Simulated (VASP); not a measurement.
**W (bcc): computed properties**

Computed with PBE GGA, VASP's PBE PAW potentials (set 64) (plane waves; VASP 6.6.1).

- space group = Im-3m (229)
- cell = a = 3.1871 Å, b = 3.1871 Å, c = 3.1871 Å, α = 90.00°, β = 90.00°, γ = 90.00°
- volume per atom = 16.19 Å³/atom
- band gap (over mesh and band path) = none (metal, semimetal or under 0.01 eV)
- band gap with spin-orbit coupling = none (metallic)
- density = 18.86 g/cm³

```xyz
1
Lattice="-1.5936 1.5936 1.5936 1.5936 -1.5936 1.5936 1.5936 1.5936 -1.5936" Properties=species:S:1:pos:R:3 pbc="T T T"
W      0.0000     0.0000     0.0000
```

Measured: a 3.160 Å at 0 K (computed value off by +0.9 %), as given by Daniel Mejia-Rodriguez et al., Physical Review B (2018), arXiv:1807.09216 [static lattice: zero-point anharmonic expansion removed]. Unless said otherwise, spin-orbit coupling is left out, though it shifts the bands of the heavy elements here.

The compound is W in the bcc structure. It was relaxed first. Symmetry was kept, so distortions that lower it aren't found.
